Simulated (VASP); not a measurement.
# ZnSe (Stilleite): GW quasiparticle gap

Aim: the quasiparticle gap of ZnSe (Stilleite), and what it costs to get it. The cell is of the zinc-blende type, one of the forms listed for this formula. The start is a cell from a database of measured crystal structures.

Calculated with VASP 6.6.1; PBE; plane waves and PAW (Zn_GW, Se_GW), in the first sound run; inputs show where later runs differ.

### 1. Set-up

The structure is cubic, space group F-43m (No. 216). Conventional cell: a = 5.668 Å, b = 5.668 Å, c = 5.668 Å, α = 90.00°, β = 90.00°, γ = 90.00°. Zn has 4 Se at 2.45 Å nearest. Se has 4 Zn at 2.45 Å nearest. Farther neighbours and most contacts between anions are not listed.

### 2. Ground state

The orbitals come from a self-consistent PBE run with a tight EDIFF and a narrow smearing. KPOINTS_OPT adds the bands along a path, which shows whether the mesh holds the band edges.

Input file INCAR:

```
SYSTEM = ZnSe
PREC = Accurate
ENCUT = 350
EDIFF = 1E-08
NELM = 100
ISMEAR = 0
SIGMA = 0.01
LREAL = .FALSE.
ALGO = Normal
GGA = PE
NBANDS = 15
LORBIT = 11
LWAVE = .TRUE.
LCHARG = .FALSE.
KPAR = 8
```

Input file POSCAR:

```
ZnSe
1.0
    0.0000000000      2.8338000000      2.8338000000
    2.8338000000      0.0000000000      2.8338000000
    2.8338000000      2.8338000000      0.0000000000
Zn Se
1 1
Direct
    0.0000000000      0.0000000000      0.0000000000
    0.2500000000      0.2500000000      0.2500000000
```

Input file KPOINTS:

```
Automatic mesh
0
Gamma
6 6 6
0 0 0
```

Input file KPOINTS_OPT:

```
Line mode
12
Line-mode
Reciprocal
  0.00000000   0.00000000   0.00000000 GAMMA
  0.50000000   0.00000000   0.50000000 X

  0.50000000   0.00000000   0.50000000 X
  0.50000000   0.25000000   0.75000000 W

  0.50000000   0.25000000   0.75000000 W
  0.37500000   0.37500000   0.75000000 K

  0.37500000   0.37500000   0.75000000 K
  0.00000000   0.00000000   0.00000000 GAMMA

  0.00000000   0.00000000   0.00000000 GAMMA
  0.50000000   0.50000000   0.50000000 L

  0.50000000   0.50000000   0.50000000 L
  0.62500000   0.25000000   0.62500000 U

  0.62500000   0.25000000   0.62500000 U
  0.50000000   0.25000000   0.75000000 W

  0.50000000   0.25000000   0.75000000 W
  0.50000000   0.50000000   0.50000000 L

  0.50000000   0.50000000   0.50000000 L
  0.37500000   0.37500000   0.75000000 K

  0.62500000   0.25000000   0.62500000 U
  0.50000000   0.00000000   0.50000000 X
```

The projector-augmented-wave data sets are Zn_GW and Se_GW (PBE family, release 64).

Command:

```sh
$ mpirun -np 8 vasp_std
```

The program printed:

```text
[banner, memory and clock lines left out]
running    8 mpi-ranks, on    1 nodes
 distrk:  each k-point on    1 cores,    8 groups
 distr:  one band on    1 cores,    1 groups

 POSCAR found type information on POSCAR ZnSe
 POSCAR found :  2 types and       2 ions
|                                                                             |
|           W    W    AA    RRRRR   N    N  II  N    N   GGGG   !!!           |
|           W    W   A  A   R    R  NN   N  II  NN   N  G    G  !!!           |
|           W    W  A    A  R    R  N N  N  II  N N  N  G       !!!           |
|           W WW W  AAAAAA  RRRRR   N  N N  II  N  N N  G  GGG   !            |
|           WW  WW  A    A  R   R   N   NN  II  N   NN  G    G                |
|           W    W  A    A  R    R  N    N  II  N    N   GGGG   !!!           |
|                                                                             |
|     For optimal performance we recommend to set                             |
|       NCORE = 2 up to number-of-cores-per-socket                            |
|     NCORE specifies how many cores store one orbital (NPAR=cpu/NCORE).      |
|     This setting can greatly improve the performance of VASP for DFT.       |
|     The default, NCORE=1 might be grossly inefficient on modern             |
|     multi-core architectures or massively parallel machines. Do your        |
|     Unfortunately you need to use the default for GW and RPA                |
|     calculations (for HF NCORE is supported but not extensively tested      |
|     yet).                                                                   |
|                                                                             |

 LDA part: xc-table for (Slater+PW92), standard interpolation
 POSCAR, INCAR and KPOINTS ok, starting setup
 FFT: planning ... GRIDC
 FFT: planning ... GRID_SOFT
 FFT: planning ... GRID
 WAVECAR not read
 entering main loop
       N       E                     dE             d eps       ncg     rms          rms(c)
DAV:   1     0.107381219155E+03    0.10738E+03   -0.69311E+03   487   0.153E+03
DAV:   2     0.332055039334E+00   -0.10705E+03   -0.10017E+03   544   0.272E+02
DAV:   3    -0.620898846569E+01   -0.65410E+01   -0.64887E+01   737   0.681E+01
DAV:   4    -0.631124588936E+01   -0.10226E+00   -0.10224E+00   561   0.715E+00
DAV:   5    -0.631358938089E+01   -0.23435E-02   -0.23434E-02   758   0.128E+00    0.251E+00
DAV:   6    -0.604404425457E+01    0.26955E+00   -0.68875E-01   754   0.501E+01    0.125E+00
DAV:   7    -0.601849478023E+01    0.25549E-01   -0.19287E-01   696   0.107E+01    0.579E-01
DAV:   8    -0.601660306508E+01    0.18917E-02   -0.88723E-03   776   0.353E+00    0.270E-01
DAV:   9    -0.601691949582E+01   -0.31643E-03   -0.23111E-03   748   0.493E-01    0.254E-02
DAV:  10    -0.601698388696E+01   -0.64391E-04   -0.10012E-04   718   0.212E-01    0.108E-02
DAV:  11    -0.601700177263E+01   -0.17886E-04   -0.29591E-05   564   0.695E-02    0.214E-03
DAV:  12    -0.601700259269E+01   -0.82006E-06   -0.94324E-07   645   0.110E-02    0.896E-04
DAV:  13    -0.601700288364E+01   -0.29095E-06   -0.21015E-07   571   0.302E-03    0.244E-04
DAV:  14    -0.601700288512E+01   -0.14841E-08   -0.92212E-09   493   0.220E-03
   1 F= -.60170029E+01 E0= -.60170029E+01  d E =-.105300E-71
 Start KPOINTS_OPT (optional k-point list driver)
k-point batch [1-16\120]
       N       E                     dE             ncg
DAV:   1     0.956718001752E+03   -0.43962E+04      488
DAV:   2    -0.729786318213E+03   -0.16865E+04      537
DAV:   3    -0.842116629312E+03   -0.11233E+03      751
DAV:   4    -0.843933772482E+03   -0.18171E+01      606
DAV:   5    -0.843973848760E+03   -0.40076E-01      727
DAV:   6    -0.843974334341E+03   -0.48558E-03      613
DAV:   7    -0.843974340677E+03   -0.63362E-05      734
DAV:   8    -0.843974340760E+03   -0.82675E-07      625
DAV:   9    -0.843974340762E+03   -0.16171E-08      527
[...]
k-point batch [113-120\120]
       N       E                     dE             ncg
DAV:   1     0.481305843471E+04   -0.41214E+04      247
DAV:   2     0.394831652137E+04   -0.86474E+03      268
DAV:   3     0.389453700582E+04   -0.53780E+02      372
DAV:   4     0.389356011438E+04   -0.97689E+00      306
DAV:   5     0.389354347998E+04   -0.16634E-01      357
DAV:   6     0.389354324151E+04   -0.23847E-03      306
DAV:   7     0.389354323802E+04   -0.34939E-05      364
DAV:   8     0.389354323798E+04   -0.34618E-07      334
DAV:   9     0.389354323798E+04   -0.44338E-09      267
 writing wavefunctions
```

Elapsed: 4.2 s, on 8 MPI ranks of Intel Xeon Platinum 8488C (Sapphire Rapids), shared host; peak memory 1.1 GiB; 24 s of CPU time.

Lines that name or quote the potential files are left out of all logs, and their timing lines are given in words.

Parts of OUTCAR (step 2):

```text
ion  position               nearest neighbor table
   1  0.000  0.000  0.000-   2 2.45   2 2.45   2 2.45   2 2.45
   2  0.250  0.250  0.250-   1 2.45   1 2.45   1 2.45   1 2.45

  LATTYP: Found a face centered cubic cell.
 ALAT       =     5.6676000000

 Subroutine GETGRP returns: Found 24 space group operations
 (whereof 24 operations were pure point group operations)

The static configuration has the point symmetry T_d .

 Found     16 irreducible k-points:

   k-points           NKPTS =     16   k-points in BZ     NKDIM =     16   number of bands    NBANDS=     15

   dimension x,y,z NGX =    24 NGY =   24 NGZ =   24
   dimension x,y,z NGXF=    48 NGYF=   48 NGZF=   48

   ENCUT  =  350.0 eV  25.72 Ry    5.07 a.u.   6.11  6.11  6.11*2*pi/ulx,y,z

   NELECT =      18.0000    total number of electrons

 k-points in reciprocal lattice and weights: Automatic mesh
   0.00000000  0.00000000  0.00000000       0.005
   0.16666667  0.00000000  0.00000000       0.037
   0.33333333  0.00000000  0.00000000       0.037
   0.50000000  0.00000000  0.00000000       0.019
   0.16666667  0.16666667  0.00000000       0.028
   0.33333333  0.16666667  0.00000000       0.111
   0.50000000  0.16666667  0.00000000       0.111
  -0.33333333  0.16666667  0.00000000       0.111
  -0.16666667  0.16666667  0.00000000       0.056
[...]
-0.33333333  0.33333333  0.16666667       0.111
  -0.33333333  0.50000000  0.16666667       0.056

 average (electrostatic) potential at core
       1 -65.3317       2 -54.9361

 E-fermi :   2.7736

 k-point     1 :       0.0000    0.0000    0.0000
  band No.  band energies     occupation
    ...
      5      -3.5234      2.00000
      6      -3.5234      2.00000
      7       2.6486      2.00000
      8       2.6486      2.00000
      9       2.6486      2.00000
     10       3.9253      0.00000
     11       8.4461      0.00000
     12       8.4461      0.00000
     13       8.4461      0.00000
     14      12.5718      0.00000
    ...

 k-point     2 :       0.1667    0.0000    0.0000
  band No.  band energies     occupation
    ...
      5      -3.5251      2.00000
      6      -3.5251      2.00000
      7       0.7414      2.00000
      8       2.3959      2.00000
      9       2.3959      2.00000
     10       5.1896      0.00000
     11       8.5157      0.00000
     12       8.8478      0.00000
     13       8.8479      0.00000
     14      13.1028      0.00000
    ...

 k-point     3 :       0.3333    0.0000    0.0000
  band No.  band energies     occupation
    ...
      5      -3.5167      2.00000
      6      -3.5167      2.00000
      7      -1.4092      2.00000
      8       1.9681      2.00000
      9       1.9681      2.00000
     10       5.3204      0.00000
     11       9.1198      0.00000
     12       9.1198      0.00000
     13      10.2109      0.00000
     14      13.0628      0.00000
    ...

  Total        0.5968000      0.5968000      0.5968000      0.0000000      0.0000000      0.0000000
  in kB       21.0088291     21.0088291     21.0088291      0.0000000      0.0000000      0.0000000
  external PRESSURE =      21.0088291 kB  Pullay stress =       0.0000000 kB

  energy-cutoff  :      350.00
  volume of cell :       45.51
      direct lattice vectors                 reciprocal lattice vectors
     0.000000000  2.833800000  2.833800000    -0.176441527  0.176441527  0.176441527
     2.833800000  0.000000000  2.833800000     0.176441527 -0.176441527  0.176441527
     2.833800000  2.833800000  0.000000000     0.176441527  0.176441527 -0.176441527

 POSITION                                       TOTAL-FORCE (eV/Angst)
 -----------------------------------------------------------------------------------
      0.00000      0.00000      0.00000        -0.000000     -0.000000     -0.000000
      1.41690      1.41690      1.41690         0.000000      0.000000      0.000000
 -----------------------------------------------------------------------------------
    total drift:                               -0.000001     -0.000001      0.000000

  FREE ENERGIE OF THE ION-ELECTRON SYSTEM (eV)
  ---------------------------------------------------
  free  energy   TOTEN  =        -6.0170028851 eV

  energy  without entropy=       -6.0170028851  energy(sigma->0) =       -6.01700289

 total charge
# of ion       s       p       d       tot
------------------------------------------
    1        0.513   0.436   9.761  10.711
    2        1.423   2.387   0.030   3.840
--------------------------------------------------
tot          1.936   2.823   9.791  14.550

[... 3 further parts left out ...]
```

Numbers from this step:

* free energy (TOTEN): -6.017 eV
* Fermi energy: 2.774 eV
* pressure: 2.101 GPa
* least gap on mesh and path: 1.277 eV
* least direct gap on mesh and path: 1.277 eV

The highest empty bands on the path are converged less tightly, to about 0.1 eV. The electronic bands at the labelled points (eV, zero at the valence-band top; v1 is the highest filled band, c1 the lowest empty one):

```
          point     v4     v3     v2     v1    c1    c2     c3     c4
              Γ  -6.17   0.00   0.00   0.00  1.28  5.80   5.80   5.80
0.45 of the way  -6.15  -2.61  -1.10  -1.10  3.86  4.15   7.70   7.70
              X  -5.99  -4.75  -2.19  -2.19  2.98  3.46  10.72  11.24
0.55 of the way  -5.92  -4.72  -2.53  -2.47  4.02  4.42   8.94   9.10
              W  -5.87  -4.68  -2.76  -2.66  5.48  5.55   6.95   7.70
0.45 of the way  -5.89  -4.70  -2.97  -2.23  4.44  5.62   7.72   8.33
              K  -5.91  -4.72  -3.09  -1.79  3.58  5.59   9.04   9.26
0.45 of the way  -6.14  -3.59  -1.97  -0.60  3.92  6.15   6.55   6.83
              Γ  -6.17   0.00   0.00   0.00  1.28  5.80   5.80   5.80
0.45 of the way  -6.17  -2.75  -0.42  -0.42  2.72  6.32   6.38   6.38
              L  -6.01  -5.23  -0.87  -0.87  2.54  6.38   6.38   8.57
0.45 of the way  -5.98  -5.00  -2.06  -1.19  3.68  5.81   7.23   8.43
              U  -5.91  -4.72  -3.09  -1.79  3.58  5.59   9.04   9.26
0.45 of the way  -5.89  -4.70  -3.01  -2.12  4.20  5.61   7.97   8.51
              W  -5.87  -4.68  -2.76  -2.66  5.48  5.55   6.95   7.70
0.45 of the way  -5.95  -4.85  -2.55  -1.57  4.39  5.52   7.37   8.84
              L  -6.01  -5.23  -0.87  -0.87  2.54  6.38   6.38   8.57
0.45 of the way  -5.98  -5.00  -2.06  -1.19  3.68  5.81   7.23   8.43
              K  -5.91  -4.72  -3.09  -1.79  3.58  5.59   9.04   9.26
      jump to U  -5.91  -4.72  -3.09  -1.79  3.58  5.59   9.04   9.26
0.45 of the way  -5.95  -4.74  -2.62  -2.06  3.28  4.17   9.85  10.38
              X  -5.99  -4.75  -2.19  -2.19  2.98  3.46  10.72  11.24
```

Of the projections kept (Zn, Se), the largest for each band there; the rest of the weight can lie on other orbitals:

```csv
point,v4,v3,v2,v1,c1,c2,c3,c4
Γ,Zn 1.00,Se 0.79,Se 0.79,Se 0.79,Zn 0.54,Zn 0.73,Zn 0.73,Zn 0.73
X,Zn 0.97,Zn 0.66,Se 0.74,Se 0.74,Zn 0.63,Zn 0.65,Se 0.80,Zn 0.52
W,Zn 0.97,Zn 0.56,Se 0.65,Se 0.74,Se 0.71,Se 0.53,Zn 0.66,Zn 0.52
K,Zn 0.97,Zn 0.57,Se 0.68,Se 0.74,Zn 0.64,Se 0.58,Se 0.66,Se 0.51
Γ,Zn 1.00,Se 0.79,Se 0.79,Se 0.79,Zn 0.54,Zn 0.73,Zn 0.73,Zn 0.73
L,Zn 0.98,Se 0.56,Se 0.76,Se 0.76,Zn 0.65,Zn 0.64,Zn 0.64,Se 0.78
```

The cell has a gap of 1.28 eV on mesh and path and a pressure of +2.1 GPa, which holds the misfit of the given cell and coordinates with this functional, and any error of cutoff, mesh and data sets. Spin-orbit coupling is left out, which can shift or reorder these edges.

### 3. Empty bands

The next step needs empty bands that the ground-state run didn't converge, so the Hamiltonian is diagonalised exactly for NBANDS bands, in a single step. LOPTICS writes the k-derivatives of the orbitals (WAVEDER), which give the long-wavelength limit of the screening.

Input file INCAR:

```
SYSTEM = ZnSe
PREC = Accurate
ENCUT = 350
ISMEAR = 0
SIGMA = 0.01
LREAL = .FALSE.
GGA = PE
NBANDS = 104
ALGO = Exact
NELM = 1
LWAVE = .TRUE.
LCHARG = .FALSE.
LOPTICS = .TRUE.
NEDOS = 1000
CSHIFT = 0.1
```

POSCAR is that of step 2.

KPOINTS is that of step 2.

Command:

```sh
$ mpirun -np 8 vasp_std
```

The program printed:

```text
[banner, memory and clock lines left out]
running    8 mpi-ranks, on    1 nodes
 distrk:  each k-point on    8 cores,    1 groups
 distr:  one band on    1 cores,    8 groups

 POSCAR found type information on POSCAR ZnSe
 POSCAR found :  2 types and       2 ions
 [... a notice as in an earlier step ...]

 LDA part: xc-table for (Slater+PW92), standard interpolation
 found WAVECAR, reading the header
  number of bands has changed, file:    15 present:   104
  trying to continue reading WAVECAR, but it might fail
 POSCAR, INCAR and KPOINTS ok, starting setup
 FFT: planning ... GRIDC
 FFT: planning ... GRID_SOFT
 FFT: planning ... GRID
 reading WAVECAR
 random initialization beyond band           15
 the WAVECAR file was read successfully
 initial charge from wavefunction
 entering main loop
       N       E                     dE             d eps       ncg     rms          rms(c)
DIA:   1    -0.601700289669E+01   -0.60170E+01    0.00000E+00     0   0.000E+00
   1 F= -.60170029E+01 E0= -.60170029E+01  d E =-.610223E-15
 writing wavefunctions
 optical routines
 imaginary and real dielectric function
 recalculating local potential from charge density
 direction            1
 direction            2
 direction            3
```

It took 4.4 s on 8 MPI ranks; peak memory 1.1 GiB.

From OUTCAR (step 3):

```text
The static configuration has the point symmetry T_d .

 Found     16 irreducible k-points:

   k-points           NKPTS =     16   k-points in BZ     NKDIM =     16   number of bands    NBANDS=    104

   NELECT =      18.0000    total number of electrons

 E-fermi :   2.6991

 k-point     1 :       0.0000    0.0000    0.0000
  band No.  band energies     occupation
    ...
      5      -3.5234      2.00000
      6      -3.5234      2.00000
      7       2.6485      2.00000
      8       2.6485      2.00000
      9       2.6485      2.00000
     10       3.9253      0.00000
     11       8.4461      0.00000
     12       8.4461      0.00000
     13       8.4461      0.00000
     14      12.5718      0.00000
    ...

 k-point     2 :       0.1667    0.0000    0.0000
  band No.  band energies     occupation
    ...
      5      -3.5251      2.00000
      6      -3.5251      2.00000
      7       0.7414      2.00000
      8       2.3958      2.00000
      9       2.3959      2.00000
     10       5.1895      0.00000
     11       8.5157      0.00000
     12       8.8478      0.00000
     13       8.8479      0.00000
     14      13.1028      0.00000
    ...

  Total        0.5956460      0.5956460      0.5956460      0.0000000     -0.0000000      0.0000000
  in kB       20.9682048     20.9682048     20.9682048      0.0000000     -0.0000000      0.0000000
  external PRESSURE =      20.9682048 kB  Pullay stress =       0.0000000 kB

  FREE ENERGIE OF THE ION-ELECTRON SYSTEM (eV)
  ---------------------------------------------------
  free  energy   TOTEN  =        -6.0170028967 eV

  energy  without entropy=       -6.0170028967  energy(sigma->0) =       -6.01700290

 plasma frequency squared (from intraband transitions) (eV^2)
  --------------------------------------------------------------------------------------
       0.000       0.000      -0.000
       0.000       0.000       0.000
      -0.000       0.000       0.000

[... 9 parts as in an earlier step ...]

[... 4 further parts left out ...]
```

The gap is read on the k-mesh alone, so it is an upper bound where the band edges lie off the mesh.

This step gave:

| Property | Result |
| --- | --- |
| gap on the k-mesh | 1.277 eV |
| least direct gap on the k-mesh | 1.277 eV |

WAVECAR now holds 104 bands for 18 electrons. Its independent-particle dielectric tensor has xx, yy, zz = 9.4, 9.4, 9.4 on this mesh, which isn't tested for convergence in mesh or bands and lacks local fields.

(Part 1 of 3 ends here.)

[Lines on the potential files, build, host, timing and source positions are cut from VASP's logs without a mark.]

[Logs are printed without paths, hosts, clocks, repeated set-up lines and the standing remarks that a program may print on its own settings, such as how far it seeks lower states.]

[Hosts, paths, dates, database ids (printed as entryN), source tags and the programs' standing remarks are cut or masked in the printed files.]

[Pressures printed for these runs are not shown converged in the cutoff: they can be off by several GPa and have the wrong sign.]
